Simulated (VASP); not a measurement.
**Converging a slab model of Cu(110)**

Wanted: the error that each setting leaves in the work function or ionisation potential of Cu(110).

Calculated with VASP 6.6.1; PBEsol; plane waves and PAW (Cu), in the first sound run; inputs show where later runs differ.

**1. The starting structure**

The cell holds 7 atoms: 7 Cu. Cell: a = 3.610 Å, b = 2.553 Å, c = 25.658 Å, α = 90.0°, β = 90.0°, γ = 90.0°. Vacuum lies along c.

**2. The base run**

The base run sets the number that all others are held against.

Contents of INCAR:

```
SYSTEM = Cu
PREC = Normal
ENCUT = 360
EDIFF = 1E-06
NELM = 120
ISMEAR = 1
SIGMA = 0.1
LREAL = .FALSE.
ALGO = Normal
GGA = PS
NBANDS = 47
LORBIT = 11
LWAVE = .FALSE.
LCHARG = .FALSE.
KPAR = 4
IDIPOL = 3
LDIPOL = .TRUE.
DIPOL = 0.5 0.5 0.5
LVHAR = .TRUE.
LVACPOTAV = .TRUE.
NEDOS = 1500
```

Contents of POSCAR:

```
Cu
1.0
    3.6100000000      0.0000000000      0.0000000000
    0.0000000000      2.5526554801      0.0000000000
    0.0000000000      0.0000000000     25.6579664403
Cu
7
Direct
    0.0000000000      0.0000000000      0.3507682505
    0.5000000000      0.5000000000      0.4005121670
    0.0000000000      0.0000000000      0.4502560835
    0.5000000000      0.5000000000      0.5000000000
    0.0000000000      0.0000000000      0.5497439165
    0.5000000000      0.5000000000      0.5994878330
    0.0000000000      0.0000000000      0.6492317495
```

Contents of KPOINTS:

```
Automatic mesh
0
Gamma
7 10 1
0 0 0
```

PAW data sets: Cu (PBE family, release 64).

On the command line:

```sh
$ mpirun -np 4 vasp_std
```

What it wrote:

```text
[banner, memory and clock lines left out]
running    4 mpi-ranks, on    1 nodes
 distrk:  each k-point on    1 cores,    4 groups
 distr:  one band on    1 cores,    1 groups

 POSCAR found type information on POSCAR Cu
 POSCAR found :  1 types and       7 ions
|                                                                             |
|               ----> ADVICE to this user running VASP <----                  |
|                                                                             |
|     You enforced a specific xc type in the INCAR file but a different       |
|     [... a line on the potential file left out ...]
|     I HOPE YOU KNOW WHAT YOU ARE DOING!                                     |
|                                                                             |

 LDA part: xc-table for (Slater+PW92), standard interpolation
 POSCAR, INCAR and KPOINTS ok, starting setup
 FFT: planning ... GRIDC
 FFT: planning ... GRID_SOFT
 FFT: planning ... GRID
 WAVECAR not read
 entering main loop
       N       E                     dE             d eps       ncg     rms          rms(c)
DAV:   1     0.616548217426E+03    0.61655E+03   -0.27032E+04  2256   0.157E+03
DAV:   2     0.243219906165E+02   -0.59223E+03   -0.57378E+03  2263   0.375E+02
DAV:   3    -0.325456083967E+02   -0.56868E+02   -0.53355E+02  2417   0.173E+02
DAV:   4    -0.345593636254E+02   -0.20138E+01   -0.19926E+01  2552   0.412E+01
DAV:   5    -0.346172959758E+02   -0.57932E-01   -0.57907E-01  2716   0.535E+00    0.208E+01
DAV:   6    -0.309103045546E+02    0.37070E+01   -0.78808E+01  2539   0.137E+02    0.114E+01
DAV:   7    -0.279031290542E+02    0.30072E+01   -0.15077E+01  2669   0.822E+01    0.321E+00
DAV:   8    -0.279147158186E+02   -0.11587E-01   -0.26249E+00  2747   0.405E+01    0.939E-01
DAV:   9    -0.279358155254E+02   -0.21100E-01   -0.76695E-01  2721   0.122E+01    0.169E+00
DAV:  10    -0.279121161844E+02    0.23699E-01   -0.10497E-01  2535   0.106E+01    0.118E+00
DAV:  11    -0.278940211007E+02    0.18095E-01   -0.16860E-01  2470   0.724E+00    0.354E-01
DAV:  12    -0.278926307698E+02    0.13903E-02   -0.19372E-02  2663   0.290E+00    0.285E-01
DAV:  13    -0.278908847055E+02    0.17461E-02   -0.78689E-03  2572   0.198E+00    0.896E-02
DAV:  14    -0.278907442685E+02    0.14044E-03   -0.18078E-03  2654   0.709E-01    0.446E-02
DAV:  15    -0.278907259710E+02    0.18297E-04   -0.45256E-04  3096   0.355E-01    0.263E-02
DAV:  16    -0.278909105942E+02   -0.18462E-03   -0.24681E-04  3064   0.388E-01    0.217E-02
DAV:  17    -0.278911385688E+02   -0.22797E-03   -0.56236E-05  3021   0.146E-01    0.184E-02
DAV:  18    -0.278913584654E+02   -0.21990E-03   -0.78166E-05  2690   0.167E-01    0.125E-02
DAV:  19    -0.278914252385E+02   -0.66773E-04   -0.21346E-05  2663   0.105E-01    0.509E-03
DAV:  20    -0.278914735030E+02   -0.48264E-04   -0.19126E-05  2446   0.697E-02    0.916E-03
DAV:  21    -0.278914780091E+02   -0.45061E-05   -0.75284E-06  2395   0.592E-02    0.107E-03
DAV:  22    -0.278914810643E+02   -0.30552E-05   -0.16734E-06  1475   0.192E-02    0.261E-03
DAV:  23    -0.278914833794E+02   -0.23151E-05   -0.10913E-06  1571   0.181E-02    0.936E-04
DAV:  24    -0.278914844640E+02   -0.10846E-05   -0.18730E-07  1500   0.888E-03    0.212E-04
DAV:  25    -0.278914862311E+02   -0.17672E-05   -0.86223E-08  1465   0.382E-03    0.623E-04
DAV:  26    -0.278914869892E+02   -0.75805E-06   -0.61051E-08  1434   0.494E-03
|                                                                             |
|           W    W    AA    RRRRR   N    N  II  N    N   GGGG   !!!           |
|           W    W   A  A   R    R  NN   N  II  NN   N  G    G  !!!           |
|           W    W  A    A  R    R  N N  N  II  N N  N  G       !!!           |
|           W WW W  AAAAAA  RRRRR   N  N N  II  N  N N  G  GGG   !            |
|           WW  WW  A    A  R   R   N   NN  II  N   NN  G    G                |
|           W    W  A    A  R    R  N    N  II  N    N   GGGG   !!!           |
|                                                                             |
|     Did not find any points to average over, which means that no vacuum     |
|     field-free region was found. Please increase the size of  your cell     |
|     in the dimension of the dipole correction to obtain accurate            |
|     workfunction values.                                                    |
|                                                                             |

   1 F= -.27891487E+02 E0= -.27891540E+02  d E =0.158823E-03
```

Wall time 74 s (4 MPI ranks of AMD EPYC 7R43, shared host); peak memory 0.83 GiB.

The logs omit lines about the potential files and the build; timing stands in the text.

OUTCAR, selected parts (step 2):

```text
ion  position               nearest neighbor table
   1  0.000  0.000  0.351-   2 2.55   2 2.55   2 2.55   2 2.55   3 2.55
   2  0.500  0.500  0.401-   1 2.55   3 2.55   1 2.55   3 2.55   1 2.55   3 2.55   1 2.55   3 2.55
                             4 2.55
   3  0.000  0.000  0.450-   2 2.55   4 2.55   2 2.55   4 2.55   2 2.55   4 2.55   2 2.55   4 2.55
                             1 2.55   5 2.55
   4  0.500  0.500  0.500-   3 2.55   5 2.55   3 2.55   5 2.55   3 2.55   5 2.55   3 2.55   5 2.55
                             2 2.55   6 2.55
   5  0.000  0.000  0.550-   4 2.55   6 2.55   4 2.55   6 2.55   4 2.55   6 2.55   4 2.55   6 2.55
                             3 2.55   7 2.55
   6  0.500  0.500  0.599-   5 2.55   7 2.55   5 2.55   7 2.55   5 2.55   7 2.55   5 2.55   7 2.55
                             4 2.55
   7  0.000  0.000  0.649-   6 2.55   6 2.55   6 2.55   6 2.55   5 2.55

  LATTYP: Found a simple orthorhombic cell.
 ALAT       =     2.5526554801
 B/A-ratio  =     1.4142135624
 C/A-ratio  =    10.0514803664

 Subroutine GETGRP returns: Found  8 space group operations
 (whereof  8 operations were pure point group operations)

The static configuration has the point symmetry D_2h.

 Found     24 irreducible k-points:

   k-points           NKPTS =     24   k-points in BZ     NKDIM =     24   number of bands    NBANDS=     47

   dimension x,y,z NGX =    18 NGY =   12 NGZ =  120
   dimension x,y,z NGXF=    36 NGYF=   24 NGZF=  240

   ENCUT  =  360.0 eV  26.46 Ry    5.14 a.u.   5.58  3.95 39.69*2*pi/ulx,y,z

   NELECT =      77.0000    total number of electrons

 k-points in reciprocal lattice and weights: Automatic mesh
   0.00000000  0.00000000  0.00000000       0.014
   0.14285714  0.00000000  0.00000000       0.029
   0.28571429  0.00000000  0.00000000       0.029
   0.42857143  0.00000000  0.00000000       0.029
   0.00000000  0.10000000  0.00000000       0.029
   0.14285714  0.10000000  0.00000000       0.057
   0.28571429  0.10000000  0.00000000       0.057
   0.42857143  0.10000000  0.00000000       0.057
   0.00000000  0.20000000  0.00000000       0.029
[...]
0.28571429  0.50000000  0.00000000       0.029
   0.42857143  0.50000000  0.00000000       0.029

 dipolmoment           0.000000      0.000000     -0.000000 electrons x Angstroem

 average (electrostatic) potential at core
       1 -70.7116       2 -71.1503       3 -71.1505       4 -71.2040       5 -71.1505
       6 -71.1503       7 -70.7116

 E-fermi :  -0.2047

 k-point     1 :       0.0000    0.0000    0.0000
  band No.  band energies     occupation
    ...
     35      -1.8081      2.00000
     36      -1.7691      2.00000
     37      -1.6594      2.00000
     38      -1.6197      2.00000
     39      -1.3045      2.00000
     40       0.0865     -0.00030
     41       2.0389      0.00000
     42       2.0927      0.00000
     43       3.6873      0.00000
     44       3.8303      0.00000
    ...

 k-point     2 :       0.1429    0.0000    0.0000
  band No.  band energies     occupation
    ...
     35      -1.7758      2.00000
     36      -1.7752      2.00000
     37      -1.6608      2.00000
     38      -1.6567      2.00000
     39      -1.2733      2.00000
     40       0.1970     -0.00000
     41       0.7290     -0.00000
     42       2.0789      0.00000
     43       2.3914      0.00000
     44       3.7480      0.00000
    ...

 k-point     3 :       0.2857    0.0000    0.0000
  band No.  band energies     occupation
    ...
     36      -1.7281      2.00000
     37      -1.6965      2.00000
     38      -1.6779      2.00000
     39      -1.1688      2.00000
     40      -1.0682      2.00000
     41       0.1149     -0.00006
     42       0.4637     -0.00000
     43       1.7194     -0.00000
     44       2.2164      0.00000
     45       4.5464      0.00000
    ...

  Total       -5.5780751     -4.1476360     -3.9516294      0.0000000      0.0000000      0.0000000
  in kB      -37.7983896    -28.1053877    -26.7771995      0.0000000      0.0000000      0.0000000
  external PRESSURE =     -30.8936589 kB  Pullay stress =       0.0000000 kB

  energy-cutoff  :      360.00
  volume of cell :      236.44
      direct lattice vectors                 reciprocal lattice vectors
     3.610000000  0.000000000  0.000000000     0.277008310  0.000000000  0.000000000
     0.000000000  2.552655480  0.000000000     0.000000000  0.391748909  0.000000000
     0.000000000  0.000000000 25.657966440     0.000000000  0.000000000  0.038974250

 POSITION                                       TOTAL-FORCE (eV/Angst)
 -----------------------------------------------------------------------------------
      0.00000      0.00000      9.00000        -0.000000      0.000000      0.691396
      1.80500      1.27633     10.27633         0.000000      0.000000     -0.257407
      0.00000      0.00000     11.55266         0.000000      0.000000      0.021279
      1.80500      1.27633     12.82898         0.000000      0.000000     -0.000000
      0.00000      0.00000     14.10531         0.000000      0.000000     -0.021279
      1.80500      1.27633     15.38164         0.000000      0.000000      0.257407
      0.00000      0.00000     16.65797         0.000000      0.000000     -0.691396
 -----------------------------------------------------------------------------------
    total drift:                                0.000000      0.000000     -0.000000

  FREE ENERGIE OF THE ION-ELECTRON SYSTEM (eV)
  ---------------------------------------------------
  free  energy   TOTEN  =       -27.8914869892 eV

  energy  without entropy=      -27.8916458117  energy(sigma->0) =      -27.89153993

 vacuum level on the upper side and lower side of the slab         4.115         4.115

 total charge
# of ion       s       p       d       tot
------------------------------------------
    1        0.441   0.226   9.214   9.880
    2        0.447   0.363   9.161   9.971
    3        0.450   0.384   9.169  10.003
    4        0.450   0.394   9.158  10.002
    5        0.450   0.384   9.169  10.003
    6        0.447   0.363   9.161   9.971
    7        0.441   0.226   9.214   9.880
--------------------------------------------------
tot          3.125   2.340  64.246  69.711

[... 3 further parts left out ...]
```

This run has no spin polarisation. Its electron count is odd, so without a moment it is a metal by construction. The PAW data sets were made with PBE, which is usual practice but a small mismatch for other functionals.

Numbers from this step:

```
electronic cycles                               : 26
electrons                                       : 77
free energy (TOTEN)                             : -27.89 eV
energy at zero smearing                         : -27.89 eV
Fermi energy                                    : -0.2047 eV
labelled metallic, from the levels on this mesh : yes
dipole moment                                   : 0, 0, 0 e·Å
vacuum levels                                   : 4.115, 4.115 eV
work functions of the upper and lower face      : 4.320, 4.320 eV
highest filled level below the vacuum           : 4.320 eV
```

The planar average of the electrostatic potential oscillates, so the rows of the table below give means over windows of 1.28 Å about each position, cut where the curve ends. Its maxima inside the range that stand out by 2 % of the span (Å: eV): 9.6: -6.41, 10.9: -6.61, 12.2: -6.56, 13.5: -6.56, 14.8: -6.61, 16.0: -6.41. Its minima: 9.1: -8.00, 10.3: -8.53, 11.5: -8.55, 12.8: -8.53, 14.1: -8.55, 15.4: -8.53, 16.6: -8.00.

Zero at the Fermi level. Planar average of the electrostatic potential against height; means over each step:

| height (Å) | planar average of the electrostatic potential (eV) |
| --- | --- |
| 0.64 | 4.35 |
| 1.92 | 4.34 |
| 3.20 | 4.34 |
| 4.48 | 4.34 |
| 5.76 | 4.33 |
| 7.04 | 4.09 |
| 8.32 | -1.43 |
| 9.60 | -7.23 |
| 10.88 | -7.47 |
| 12.16 | -7.43 |
| 13.44 | -7.43 |
| 14.72 | -7.47 |
| 16.00 | -7.26 |
| 17.28 | -1.94 |
| 18.56 | 4.05 |
| 19.84 | 4.33 |
| 21.12 | 4.34 |
| 22.40 | 4.34 |
| 23.68 | 4.34 |
| 24.96 | 4.35 |

Density of states in the PAW spheres, an atom over height of the layer and energy from the Fermi level.

Values in states/eV, 22 rows by 7 columns, each cell a mean:
```
0.23 0.27 0.23 0.24 0.23 0.27 0.23
0.23 0.24 0.29 0.27 0.29 0.24 0.23
0.24 0.24 0.27 0.25 0.27 0.24 0.24
0.30 0.19 0.30 0.20 0.30 0.19 0.30
0.61 0.46 0.45 0.32 0.45 0.46 0.61
5.95 3.65 3.36 3.19 3.36 3.65 5.95
5.48 3.02 3.45 3.58 3.45 3.02 5.48
3.93 2.90 2.98 2.71 2.98 2.90 3.93
3.12 3.50 3.53 3.46 3.53 3.50 3.12
2.26 3.32 2.99 3.39 2.99 3.32 2.26
1.36 2.93 1.99 2.07 1.99 2.93 1.36
0.65 2.05 1.98 2.03 1.98 2.05 0.65
0.51 1.38 1.77 1.78 1.77 1.38 0.51
0.29 0.68 1.04 1.04 1.04 0.68 0.29
0.13 0.29 0.37 0.40 0.37 0.29 0.13
0.12 0.21 0.27 0.32 0.27 0.21 0.12
0.11 0.17 0.15 0.16 0.15 0.17 0.11
0.03 0.07 0.09 0.10 0.09 0.07 0.03
0.05 0.12 0.13 0.11 0.13 0.12 0.05
0.03 0.07 0.09 0.09 0.09 0.07 0.03
0.04 0.07 0.05 0.02 0.05 0.07 0.04
0.02 0.06 0.10 0.11 0.10 0.06 0.02
```
Columns: height of the layer (Å) from 9 to 16.7; rows upwards: energy from the Fermi level (eV) from -7.9 to 0.5.

Force by atom:

| atom | x (eV/Å) | y (eV/Å) | z (eV/Å) | size |
| --- | --- | --- | --- | --- |
| Cu1 | 0.000 | 0.000 | 0.691 | 0.691 |
| Cu2 | 0.000 | 0.000 | -0.257 | 0.257 |
| Cu3 | 0.000 | 0.000 | 0.021 | 0.021 |
| Cu4 | 0.000 | 0.000 | 0.000 | 0.000 |
| Cu5 | 0.000 | 0.000 | -0.021 | 0.021 |
| Cu6 | 0.000 | 0.000 | 0.257 | 0.257 |
| Cu7 | 0.000 | 0.000 | -0.691 | 0.691 |

The highest filled level lies 4.32 eV below the vacuum at the upper face.

Only the dipole across the slab is computed (IDIPOL = 3); zeros along the plane are no results.

The map of layer states is cut here 0.5 eV above the Fermi level, so it leaves out the states above that.

(Continued in part 2 of 5.)

[Lines on the potential files, build, host, timing and source positions are cut from VASP's logs without a mark.]

[Logs are printed without paths, hosts, clocks, repeated set-up lines and the standing remarks that a program may print on its own settings, such as how far it seeks lower states.]

[Hosts, paths, dates, database ids (printed as entryN), source tags and the programs' standing remarks are cut or masked in the printed files.]

[In band tables of VASP the shares of atoms and orbitals are scaled to a sum of 1 inside the atoms' spheres.]

[Runs that stopped without an error message from VASP are left out.]
